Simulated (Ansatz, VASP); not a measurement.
## PtSe2 in two plane-wave programs

One calculation is typed for both programs; each brings its own data sets and cutoff. How far apart do they land? The cell is taken from a series of VASP runs on this material, whose earlier steps may have relaxed, scaled or displaced it; both programs get it as it stands.

Method: plane waves, with VASP 6.6.1 beside it; zone-centre phonons at LDA, in Ansatz 0.2.0.

**1. The structure**

Symmetry: P-3m1, No. 164, trigonal system. Conventional cell: a = 3.731 Å, b = 3.731 Å, c = 5.072 Å, α = 90.00°, β = 90.00°, γ = 120.00°. Nearest to Pt lie 6 Se at 2.51 Å. Nearest to Se lie 3 Pt at 2.51 Å. Farther neighbours and most contacts between anions are not listed.

Coordinates:

```xyz
3
Lattice="3.7310 0.0000 0.0000 -1.8655 3.2311 0.0000 0.0000 0.0000 5.0720" Properties=species:S:1:pos:R:3 pbc="T T T"
Pt    0.0000    0.0000    0.0000
Se    1.8655    1.0770    3.7911
Se    0.0000    2.1541    1.2809
```

**2. VASP: zone-centre phonons, LDA**

Second derivatives magnify differences that forces hide, and they need a tight electronic threshold.

Lines of VASP's logs that name or quote its potential files are left out, and so is its time.

INCAR reads:

```
SYSTEM = PtSe2
PREC = Accurate
ENCUT = 450
EDIFF = 1E-08
NELM = 100
ISMEAR = 0
SIGMA = 0.05
LREAL = .FALSE.
ALGO = Normal
GGA = CA
NBANDS = 17
LORBIT = 11
LWAVE = .FALSE.
LCHARG = .FALSE.
KPAR = 4
IBRION = 8
ISIF = 2
```

POSCAR reads:

```
PtSe2
1.0
    3.7310000000      0.0000000000      0.0000000000
   -1.8655000000      3.2311407815      0.0000000000
    0.0000000000      0.0000000000      5.0720000000
Pt Se
1 2
Direct
    0.0000000000      0.0000000000      0.0000000000
    0.6666666667      0.3333333333      0.7474660985
    0.3333333333      0.6666666667      0.2525339015
```

KPOINTS reads:

```
Automatic mesh
0
Gamma
10 10 8
0 0 0
```

The projector-augmented-wave data sets are Pt and Se (LDA family, release 64).

Started as:

```bash
> mpirun -np 4 vasp_std
```

Numbers of over 12 decimals in the logs are rounded to 6 here.

The log of the run:

```text
[banner, memory and clock lines left out]
running    4 mpi-ranks, on    1 nodes
 distrk:  each k-point on    1 cores,    4 groups
 distr:  one band on    1 cores,    1 groups

 POSCAR found type information on POSCAR PtSe
 POSCAR found :  2 types and       3 ions
 LDA part: xc-table for (Slater(with rela. corr.)+CA(PZ))
 , standard interpolation
 POSCAR, INCAR and KPOINTS ok, starting setup
 FFT: planning ... GRIDC
 FFT: planning ... GRID_SOFT
 FFT: planning ... GRID
 WAVECAR not read
 entering main loop
       N       E                     dE             d eps       ncg     rms          rms(c)
DAV:   1     0.964884578579E+02    0.96488E+02   -0.93627E+03  3300   0.101E+03
DAV:   2    -0.136142981437E+02   -0.11010E+03   -0.10715E+03  4047   0.205E+02
DAV:   3    -0.178764783514E+02   -0.42622E+01   -0.42262E+01  3834   0.411E+01
DAV:   4    -0.179083563257E+02   -0.31878E-01   -0.31866E-01  4167   0.385E+00
DAV:   5    -0.179086694641E+02   -0.31314E-03   -0.31312E-03  3915   0.364E-01    0.129E+01
DAV:   6    -0.173084597618E+02    0.60021E+00   -0.44823E+00  3278   0.195E+01    0.782E+00
DAV:   7    -0.170925965512E+02    0.21586E+00   -0.87198E-01  3279   0.950E+00    0.386E+00
DAV:   8    -0.170638033781E+02    0.28793E-01   -0.61134E-02  3523   0.175E+00    0.814E-01
DAV:   9    -0.170609144414E+02    0.28889E-02   -0.65263E-03  3610   0.776E-01    0.217E-01
DAV:  10    -0.170608978476E+02    0.16594E-04   -0.11220E-03  3756   0.215E-01    0.403E-02
DAV:  11    -0.170608902339E+02    0.76136E-05   -0.62448E-05  3905   0.669E-02    0.255E-02
DAV:  12    -0.170608892853E+02    0.94860E-06   -0.48083E-06  3781   0.138E-02    0.440E-03
DAV:  13    -0.170608890986E+02    0.18675E-06   -0.77620E-07  3785   0.724E-03    0.160E-03
DAV:  14    -0.170608890951E+02    0.34750E-08   -0.77973E-08  3860   0.202E-03
   1 F= -.17060889E+02 E0= -.17060212E+02  d E =-.135511E-02
 Linear response reoptimize wavefunctions to high precision
DAV:   1    -0.170608890955E+02   -0.38381E-09   -0.30372E-09  2431   0.413E-04
DAV:   2    -0.170608890955E+02   -0.12506E-10   -0.13057E-10  1811   0.867E-05
 Linear response DOF=           4
 Linear response progress:
  Degree of freedom:   1/  4
       N       E                     dE             d eps       ncg     rms          rms(c)
RMM:   1    -0.256632339590E+00   -0.25663E+00   -0.25748E-01 13096   0.331E+00
RMM:   2    -0.249175752731E+00    0.74566E-02   -0.72886E-03 11603   0.509E-01    0.196E-01
RMM:   3    -0.249006681535E+00    0.16907E-03   -0.38802E-04 12684   0.117E-01    0.117E-01
RMM:   4    -0.249478306750E+00   -0.47163E-03   -0.51912E-04 13125   0.122E-01    0.212E-02
RMM:   5    -0.249528239151E+00   -0.49932E-04   -0.35047E-05 12858   0.360E-02    0.918E-03
RMM:   6    -0.249572772269E+00   -0.44533E-04   -0.51766E-07 13427   0.527E-03    0.136E-03
RMM:   7    -0.249553735722E+00    0.19037E-04   -0.24099E-07 13411   0.194E-03    0.789E-04
RMM:   8    -0.249549081212E+00    0.46545E-05   -0.32750E-07 13289   0.105E-03    0.209E-04
RMM:   9    -0.249546445138E+00    0.26361E-05   -0.19440E-07 13514   0.682E-04    0.159E-04
RMM:  10    -0.249546889899E+00   -0.44476E-06   -0.11485E-07 13141   0.357E-04    0.276E-05
RMM:  11    -0.249547135212E+00   -0.24531E-06   -0.65195E-08 13886   0.118E-04    0.150E-05
RMM:  12    -0.249547160029E+00   -0.24817E-07    0.10027E-09 14067   0.847E-05    0.170E-06
RMM:  13    -0.249547149404E+00    0.10626E-07   -0.22395E-08 14863   0.676E-05    0.232E-06
RMM:  14    -0.249547209899E+00   -0.60496E-07   -0.11441E-08 12483   0.594E-05    0.119E-06
RMM:  15    -0.249547169895E+00    0.40004E-07   -0.23054E-08 13281   0.592E-05    0.112E-07
RMM:  16    -0.249547159042E+00    0.10853E-07   -0.19095E-08  8884   0.580E-05    0.823E-08
 first order change of Fermi-energy  -0.70008E-05
 force on displaced ion       1 direction 1 : -14.920   0.000   0.000
 Linear response progress:
  Degree of freedom:   2/  4
       N       E                     dE             d eps       ncg     rms          rms(c)
RMM:   1    -0.272743577977E+00   -0.27274E+00   -0.26353E-01  5544   0.332E+00
RMM:   2    -0.264355563172E+00    0.83880E-02   -0.71366E-03  4803   0.537E-01    0.207E-01
RMM:   3    -0.264028119072E+00    0.32744E-03   -0.69087E-04  5221   0.144E-01    0.119E-01
RMM:   4    -0.264260447629E+00   -0.23233E-03   -0.38989E-04  5360   0.103E-01    0.401E-02
RMM:   5    -0.264430477056E+00   -0.17003E-03   -0.13235E-05  5472   0.224E-02    0.152E-02
RMM:   6    -0.264488189734E+00   -0.57713E-04   -0.66307E-06  5119   0.134E-02    0.214E-03
RMM:   7    -0.264473278255E+00    0.14911E-04   -0.24391E-07  5509   0.298E-03    0.993E-04
RMM:   8    -0.264461398696E+00    0.11880E-04   -0.25750E-08  5548   0.832E-04    0.101E-04
RMM:   9    -0.264461607098E+00   -0.20840E-06    0.16725E-09  5640   0.202E-04    0.559E-05
RMM:  10    -0.264461969960E+00   -0.36286E-06    0.21252E-09  5721   0.104E-04    0.236E-05
RMM:  11    -0.264461815633E+00    0.15433E-06   -0.18376E-08  5781   0.728E-05    0.533E-06
RMM:  12    -0.264461849771E+00   -0.34138E-07   -0.96681E-09  5792   0.593E-05    0.166E-06
RMM:  13    -0.264461872351E+00   -0.22580E-07   -0.26726E-10  5587   0.552E-05    0.684E-07
RMM:  14    -0.264461907525E+00   -0.35174E-07    0.21804E-09  4391   0.539E-05    0.261E-07
RMM:  15    -0.264461878318E+00    0.29208E-07    0.59796E-09  3914   0.538E-05    0.454E-08
 first order change of Fermi-energy  -0.34725E-03
 force on displaced ion       1 direction 3 :  -0.000   0.000 -15.491
 Linear response progress:
  Degree of freedom:   3/  4
       N       E                     dE             d eps       ncg     rms          rms(c)
RMM:   1    -0.777871481418E-01   -0.77787E-01    0.58350E-02 33220   0.152E+00
RMM:   2    -0.766616049805E-01    0.11255E-02   -0.15188E-03 21405   0.233E-01    0.104E-01
RMM:   3    -0.765475788705E-01    0.11403E-03   -0.45393E-05 23346   0.390E-02    0.594E-02
RMM:   4    -0.764990845329E-01    0.48494E-04   -0.24323E-05 23922   0.301E-02    0.648E-03
RMM:   5    -0.764971395363E-01    0.19450E-05   -0.49268E-07 24084   0.514E-03    0.132E-03
RMM:   6    -0.764955557260E-01    0.15838E-05   -0.10915E-07 24357   0.144E-03    0.349E-04
RMM:   7    -0.764946043754E-01    0.95135E-06   -0.65369E-08 24558   0.471E-04    0.775E-05
RMM:   8    -0.764944228241E-01    0.18155E-06   -0.46435E-08 24778   0.122E-04    0.412E-05
RMM:   9    -0.764943332237E-01    0.89600E-07   -0.18169E-08 24829   0.733E-05    0.196E-05
RMM:  10    -0.764942660590E-01    0.67165E-07   -0.41874E-08 25195   0.600E-05    0.269E-06
RMM:  11    -0.764942814371E-01   -0.15378E-07   -0.52647E-08 24731   0.506E-05    0.122E-06
RMM:  12    -0.764942899125E-01   -0.84754E-08   -0.24206E-08 21373   0.489E-05    0.402E-07
 first order change of Fermi-energy  -0.50435E-05
 force on displaced ion       2 direction 1 :  -7.768  -0.000   0.001
 Linear response progress:
  Degree of freedom:   4/  4
       N       E                     dE             d eps       ncg     rms          rms(c)
RMM:   1    -0.936367884603E-01   -0.93637E-01    0.52632E-02  7415   0.149E+00
RMM:   2    -0.917766878719E-01    0.18601E-02   -0.17087E-03  5031   0.245E-01    0.149E-01
RMM:   3    -0.915863766404E-01    0.19031E-03   -0.23792E-04  5424   0.728E-02    0.988E-02
RMM:   4    -0.914637075245E-01    0.12267E-03   -0.51887E-05  5387   0.473E-02    0.533E-02
RMM:   5    -0.914242164077E-01    0.39491E-04   -0.26484E-05  5483   0.250E-02    0.943E-03
RMM:   6    -0.914278669817E-01   -0.36506E-05   -0.66483E-07  5492   0.365E-03    0.350E-03
RMM:   7    -0.914330780823E-01   -0.52111E-05   -0.34504E-07  5453   0.281E-03    0.842E-04
RMM:   8    -0.914316145425E-01    0.14635E-05    0.28521E-08  5606   0.622E-04    0.164E-04
RMM:   9    -0.914313047226E-01    0.30982E-06   -0.18689E-08  5647   0.144E-04    0.491E-05
RMM:  10    -0.914312751335E-01    0.29589E-07   -0.55787E-09  5736   0.863E-05    0.102E-05
RMM:  11    -0.914312763351E-01   -0.12015E-08   -0.20968E-08  5843   0.598E-05    0.274E-06
 first order change of Fermi-energy   0.91533E+00
 force on displaced ion       2 direction 3 :  -0.000   0.000  -9.398
 Linear response finished
```

Parts of OUTCAR (step 2):

```text
ion  position               nearest neighbor table
   1  0.000  0.000  0.000-   2 2.51   3 2.51   3 2.51   2 2.51   2 2.51   3 2.51
   2  0.667  0.333  0.747-   1 2.51   1 2.51   1 2.51
   3  0.333  0.667  0.253-   1 2.51   1 2.51   1 2.51

  LATTYP: Found a hexagonal cell.
 ALAT       =     3.7310000000
 C/A-ratio  =     1.3594210667

 Subroutine GETGRP returns: Found 12 space group operations
 (whereof 12 operations were pure point group operations)

The static configuration has the point symmetry D_3d.

 Found     94 irreducible k-points:

   k-points           NKPTS =     94   k-points in BZ     NKDIM =     94   number of bands    NBANDS=     17

   dimension x,y,z NGX =    28 NGY =   28 NGZ =   36
   dimension x,y,z NGXF=    56 NGYF=   56 NGZF=   72

   ENCUT  =  450.0 eV  33.07 Ry    5.75 a.u.   6.45  6.45  8.77*2*pi/ulx,y,z

   NELECT =      22.0000    total number of electrons

 k-points in reciprocal lattice and weights: Automatic mesh
   0.00000000  0.00000000  0.00000000       0.001
   0.10000000  0.00000000  0.00000000       0.007
   0.20000000  0.00000000  0.00000000       0.007
   0.30000000  0.00000000  0.00000000       0.007
   0.40000000  0.00000000  0.00000000       0.007
   0.50000000  0.00000000  0.00000000       0.004
   0.10000000  0.10000000  0.00000000       0.007
   0.20000000  0.10000000  0.00000000       0.015
   0.30000000  0.10000000  0.00000000       0.015
[...]
0.40000000  0.20000000  0.50000000       0.007
   0.30000000  0.30000000  0.50000000       0.007

 average (electrostatic) potential at core
       1 -68.7355       2 -58.9020       3 -58.9020

  Total       -0.4686390     -0.4686390     -0.9458975     -0.0000000     -0.0000000      0.0000000
  in kB      -12.2797237    -12.2797237    -24.7853071     -0.0000000     -0.0000000      0.0000000
  external PRESSURE =     -16.4482515 kB  Pullay stress =       0.0000000 kB

  energy-cutoff  :      450.00
  volume of cell :       61.14
      direct lattice vectors                 reciprocal lattice vectors
     3.731000000  0.000000000  0.000000000     0.268024658  0.154744109  0.000000000
    -1.865500000  3.231140782  0.000000000     0.000000000  0.309488217  0.000000000
     0.000000000  0.000000000  5.072000000     0.000000000  0.000000000  0.197160883

 POSITION                                       TOTAL-FORCE (eV/Angst)
 -----------------------------------------------------------------------------------
      0.00000      0.00000      0.00000        -0.000000      0.000000      0.000000
      1.86550      1.07705      3.79115        -0.000000      0.000000      0.000019
     -0.00000      2.15409      1.28085         0.000000     -0.000000     -0.000019
 -----------------------------------------------------------------------------------
    total drift:                               -0.000000      0.000000      0.000000

 Eigenvectors and eigenvalues of the dynamical matrix
 ----------------------------------------------------

   1 f  =    6.585667 THz    41.378965 2PiTHz  219.674202 cm-1    27.236118 meV
             X         Y         Z           dx          dy          dz
      0.000000  0.000000  0.000000    -0.000000    0.000000    0.668930
      1.865500  1.077047  3.791148     0.000000   -0.000000   -0.525610
     -0.000000  2.154094  1.280852     0.000000    0.000000   -0.525610

   2 f  =    6.463746 THz    40.612914 2PiTHz  215.607360 cm-1    26.731894 meV
             X         Y         Z           dx          dy          dz
      0.000000  0.000000  0.000000    -0.668864   -0.000003    0.000000
      1.865500  1.077047  3.791148     0.525652    0.000002   -0.000000
     -0.000000  2.154094  1.280852     0.525652    0.000002    0.000000

   3 f  =    6.463746 THz    40.612914 2PiTHz  215.607360 cm-1    26.731894 meV
             X         Y         Z           dx          dy          dz
      0.000000  0.000000  0.000000    -0.000003    0.668864   -0.000000
      1.865500  1.077047  3.791148     0.000002   -0.525652   -0.000000
     -0.000000  2.154094  1.280852     0.000002   -0.525652    0.000000

   4 f  =    5.849211 THz    36.751677 2PiTHz  195.108678 cm-1    24.190382 meV
             X         Y         Z           dx          dy          dz
      0.000000  0.000000  0.000000    -0.000000    0.000000    0.000000
      1.865500  1.077047  3.791148     0.000000    0.000000   -0.707107
     -0.000000  2.154094  1.280852     0.000000    0.000000    0.707107

   5 f  =    4.999826 THz    31.414836 2PiTHz  166.776258 cm-1    20.677611 meV
             X         Y         Z           dx          dy          dz
      0.000000  0.000000  0.000000    -0.000000   -0.000000   -0.000000
      1.865500  1.077047  3.791148     0.707107   -0.000002    0.000000
     -0.000000  2.154094  1.280852    -0.707107    0.000002    0.000000

   6 f  =    4.999826 THz    31.414836 2PiTHz  166.776258 cm-1    20.677611 meV
             X         Y         Z           dx          dy          dz
      0.000000  0.000000  0.000000     0.000000    0.000000    0.000000
      1.865500  1.077047  3.791148    -0.000002   -0.707107    0.000000
     -0.000000  2.154094  1.280852     0.000002    0.707107    0.000000

   7 f/i=    0.000092 THz     0.000579 2PiTHz    0.003073 cm-1     0.000381 meV
             X         Y         Z           dx          dy          dz
      0.000000  0.000000  0.000000    -0.207722    0.713773    0.000000
      1.865500  1.077047  3.791148    -0.132158    0.454119    0.000000
     -0.000000  2.154094  1.280852    -0.132158    0.454119    0.000000

   8 f/i=    0.000092 THz     0.000579 2PiTHz    0.003073 cm-1     0.000381 meV
             X         Y         Z           dx          dy          dz
      0.000000  0.000000  0.000000    -0.713773   -0.207722   -0.000000
      1.865500  1.077047  3.791148    -0.454119   -0.132158   -0.000000
     -0.000000  2.154094  1.280852    -0.454119   -0.132158    0.000000

   9 f/i=    0.000676 THz     0.004245 2PiTHz    0.022538 cm-1     0.002794 meV
             X         Y         Z           dx          dy          dz
      0.000000  0.000000  0.000000    -0.000000    0.000000   -0.743325
      1.865500  1.077047  3.791148     0.000000    0.000000   -0.473005
     -0.000000  2.154094  1.280852     0.000000    0.000000   -0.473005

 ELASTIC MODULI CONTR FROM IONIC RELAXATION (kBar)
 Direction    XX          YY          ZZ          XY          YZ          ZX
 --------------------------------------------------------------------------------
 XX        -678.9235   -413.6163   -717.3465      0.0000    275.7285     -0.0000
 YY        -413.6163   -678.9235   -717.3465      0.0000   -275.7285     -0.0000
 ZZ        -717.3465   -717.3465   -941.9995      0.0000      0.0000     -0.0000
 XY           0.0000      0.0000      0.0000   -132.6536     -0.0000    253.9216
 YZ         275.7285   -275.7285      0.0000     -0.0000   -573.1183      0.0000
 ZX          -0.0000     -0.0000     -0.0000    253.9216      0.0000   -486.0494
 --------------------------------------------------------------------------------
```

(Part 1 of 2 ends here.)

[Lines on the potential files, build, host, timing and source positions are cut from VASP's logs without a mark.]

[Logs are printed without paths, hosts, clocks, repeated set-up lines and the standing remarks that a program may print on its own settings, such as how far it seeks lower states.]

[Hosts, paths, dates, database ids (printed as entryN), source tags and the programs' standing remarks are cut or masked in the printed files.]
